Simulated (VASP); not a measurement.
OSZICAR of a VASP run on LiH (rock salt):

### OSZICAR
```
       N       E                     dE             d eps       ncg     rms          rms(c)
DAV:   1    -0.185346327417E+01   -0.18535E+01   -0.15913E+03   888   0.604E+02
DAV:   2    -0.628910372479E+01   -0.44356E+01   -0.44356E+01  1218   0.665E+01
DAV:   3    -0.636237282617E+01   -0.73269E-01   -0.73269E-01  1008   0.833E+00
DAV:   4    -0.636357361957E+01   -0.12008E-02   -0.12008E-02  1176   0.833E-01
DAV:   5    -0.636357842398E+01   -0.48044E-05   -0.48044E-05  1038   0.494E-02    0.292E+00
DAV:   6    -0.617834228257E+01    0.18524E+00   -0.14932E-01  1026   0.180E+00    0.148E+00
DAV:   7    -0.611434216375E+01    0.64000E-01   -0.20501E-01  1152   0.233E+00    0.226E-01
DAV:   8    -0.611610117350E+01   -0.17590E-02   -0.51126E-03  1020   0.640E-01    0.450E-02
DAV:   9    -0.611605201271E+01    0.49161E-04   -0.27048E-04  1308   0.995E-02    0.845E-03
DAV:  10    -0.611604546454E+01    0.65482E-05   -0.57763E-06   942   0.217E-02    0.182E-03
DAV:  11    -0.611604435453E+01    0.11100E-05   -0.29634E-07  1242   0.493E-03    0.619E-04
DAV:  12    -0.611604371759E+01    0.63693E-06   -0.12320E-08   462   0.116E-03    0.490E-04
DAV:  13    -0.611604381546E+01   -0.97867E-07   -0.13487E-08   450   0.671E-04
   1 F= -.64755769E+01 E0= -.64755769E+01  d E =-.880811E-14
```

Question: Which electronic solver shows in the log?

Answer: It is blocked Davidson (ALGO = Normal, or the opening steps of other solvers). The INCAR had ALGO = Normal.

Question: Can the final energy be trusted as converged?

Answer: Self-consistency was reached. It stopped with EDIFF = 1E-7, NELM = 100 (PBE GGA with D3 dispersion (Becke-Johnson damping), plane waves, VASP's PBE PAW potentials (set 64)).

The compound is LiH in the rock salt structure. This cell is one point of a volume scan, at 1.03 of the reference volume.
